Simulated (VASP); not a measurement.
Data:

```
CELL_PARAMETERS angstrom
      1.50902    -2.61370     0.00000
      1.50902     2.61370     0.00000
      0.00000     0.00000     3.18648
ATOMIC_POSITIONS crystal
  Ti 0.00000 0.00000 0.00000
  B  0.33333 0.66667 0.50000
  B  0.66667 0.33333 0.50000
```

Calculation: PBEsol GGA, VASP's PBE PAW potentials (set 64) (plane waves; VASP 6.6.1). Run with 620 eV cut-off, 12×12×10 Γ-centred mesh, first-order Methfessel-Paxton smearing of 0.10 eV, potentials Ti_sv B.

Problem. Estimate the energy per atom (σ→0), band gap (on the k-mesh) with the smallest direct gap where there is one.

Solution. 
```
Item                                                        Result
------------------------  ----------------------------------------
band gap (on the k-mesh)  none (metal, semimetal or under 0.01 eV)
energy per atom (σ→0)                               -8.598 eV/atom
```

The compound is TiB2 in the AlB2 type structure. It was relaxed first.
